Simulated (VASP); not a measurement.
Method: PBEsol GGA, VASP's PBE PAW potentials (set 64) (plane waves; VASP).

VASP input:

### KPOINTS
```
kpoints
0
gamma
12 12 12
```

INCAR:
```
SYSTEM = C
PREC = Accurate
ENCUT = 600
EDIFF = 1E-7
NELM = 100
ALGO = Normal
LREAL = .FALSE.
LASPH = .TRUE.
ISMEAR = 0
SIGMA = 0.05
GGA = PS
LWAVE = .FALSE.
LCHARG = .FALSE.
ISIF = 3
IBRION = 2
NSW = 40
EDIFFG = -0.01
PSTRESS = 10
```

File POSCAR:
```
C
1
    0.0000000000     1.7761574511     1.7761574511
    1.7761574511     0.0000000000     1.7761574511
    1.7761574511     1.7761574511    -0.0000000000
C
2
Direct
  0.0000000000   0.0000000000   0.0000000000
  0.2500000000   0.2500000000   0.2500000000
```

POTCAR, in this order: C (PBE.64 set). Program: vasp_std.

Output

### OUTCAR
```
 ion  position               nearest neighbor table
   1  0.000  0.000  0.000-   2 1.54   2 1.54   2 1.54   2 1.54
   2  0.250  0.250  0.250-   1 1.54   1 1.54   1 1.54   1 1.54
  LATTYP: Found a face centered cubic cell.
 ALAT       =     3.5523149022
 Subroutine PRICEL returns:
 Original cell was already a primitive cell.
 Subroutine GETGRP returns: Found 48 space group operations
The static configuration has the point symmetry T_d .
 The point group associated with its full space group is O_h .
The dynamic configuration has the point symmetry T_d .
 Subroutine INISYM returns: Found 48 space group operations
 Subroutine IBZKPT returns following result:
 Found     72 irreducible k-points:

 Following reciprocal coordinates:
            Coordinates               Weight
  0.000000  0.000000  0.000000      1.000000
  0.083333  0.000000  0.000000      8.000000
  0.166667  0.000000  0.000000      8.000000
  0.250000  0.000000  0.000000      8.000000
  0.333333  0.000000  0.000000      8.000000
  0.416667  0.000000  0.000000      8.000000
  0.500000  0.000000  0.000000      4.000000
  0.083333  0.083333  0.000000      6.000000
  0.166667  0.083333  0.000000     24.000000
  0.250000  0.083333  0.000000     24.000000
  0.333333  0.083333  0.000000     24.000000
  0.416667  0.083333  0.000000     24.000000
  0.500000  0.083333  0.000000     24.000000
 -0.416667  0.083333  0.000000     24.000000
 -0.333333  0.083333  0.000000     24.000000
 -0.250000  0.083333  0.000000     24.000000
 -0.166667  0.083333  0.000000     24.000000
 -0.083333  0.083333  0.000000     12.000000
  0.166667  0.166667  0.000000      6.000000
  0.250000  0.166667  0.000000     24.000000
  0.333333  0.166667  0.000000     24.000000
  0.416667  0.166667  0.000000     24.000000
  0.500000  0.166667  0.000000     24.000000
...
```

**OSZICAR**
```
       N       E                     dE             d eps       ncg     rms          rms(c)
DAV:   1     0.106944947012E+01    0.10694E+01   -0.53640E+03  1176   0.110E+03
DAV:   2    -0.197969427336E+02   -0.20866E+02   -0.19648E+02  1728   0.119E+02
DAV:   3    -0.199398662860E+02   -0.14292E+00   -0.14292E+00  1256   0.131E+01
DAV:   4    -0.199400694966E+02   -0.20321E-03   -0.20321E-03  1648   0.517E-01
DAV:   5    -0.199400695859E+02   -0.89295E-07   -0.89295E-07  1200   0.641E-03    0.565E+00
DAV:   6    -0.194312255038E+02    0.50884E+00   -0.39100E-01  1200   0.488E+00    0.334E+00
DAV:   7    -0.192540435710E+02    0.17718E+00   -0.43144E-01  1376   0.518E+00    0.712E-01
DAV:   8    -0.192540937936E+02   -0.50223E-04   -0.15317E-03  1184   0.485E-01    0.304E-02
DAV:   9    -0.192540993200E+02   -0.55264E-05   -0.34662E-05  1672   0.559E-02    0.232E-02
DAV:  10    -0.192541043196E+02   -0.49995E-05   -0.32073E-06  1240   0.215E-02    0.454E-03
DAV:  11    -0.192541042090E+02    0.11058E-06   -0.29914E-08  1232   0.173E-03    0.102E-03
DAV:  12    -0.192541042093E+02   -0.26506E-09   -0.26092E-09   576   0.629E-04
   1 F= -.19184158E+02 E0= -.19184158E+02  d E =-.191842E+02
```

File OUTCAR:
```
------------------------ aborting loop because EDIFF is reached ----------------------------------------
  FORCE on cell =-STRESS in cart. coord.  units (eV):
  Direction    XX          YY          ZZ          XY          YZ          ZX
  --------------------------------------------------------------------------------------
  Total        0.0709571      0.0709571      0.0709571      0.0000000      0.0000000      0.0000000
  in kB       10.1445337     10.1445337     10.1445337      0.0000000      0.0000000      0.0000000
  external PRESSURE =       0.1445337 kB  Pullay stress =      10.0000000 kB
  volume of cell :       11.21
      direct lattice vectors                 reciprocal lattice vectors
     0.000000000  1.776157451  1.776157451    -0.281506575  0.281506575  0.281506575
     1.776157451  0.000000000  1.776157451     0.281506575 -0.281506575  0.281506575
     1.776157451  1.776157451  0.000000000     0.281506575  0.281506575 -0.281506575
 POSITION                                       TOTAL-FORCE (eV/Angst)
 -----------------------------------------------------------------------------------
      0.00000      0.00000      0.00000         0.000000     -0.000000      0.000000
      0.88808      0.88808      0.88808        -0.000000      0.000000     -0.000000
 -----------------------------------------------------------------------------------
    total drift:                                0.000000      0.000000      0.000000
  FREE ENERGIE OF THE ION-ELECTRON SYSTEM (eV)
  ---------------------------------------------------
  free  energy   TOTEN  =       -19.2541042093 eV

  energy  without entropy=      -19.2541042093  energy(sigma->0) =      -19.25410421
  enthalpy is  TOTEN    =       -19.1841580618 eV   P V=        0.0699461475

 reached required accuracy - stopping structural energy minimisation
```
(Selected blocks of OUTCAR.)

The compound is C in the diamond structure. It was relaxed first under an external pressure of 1 GPa.
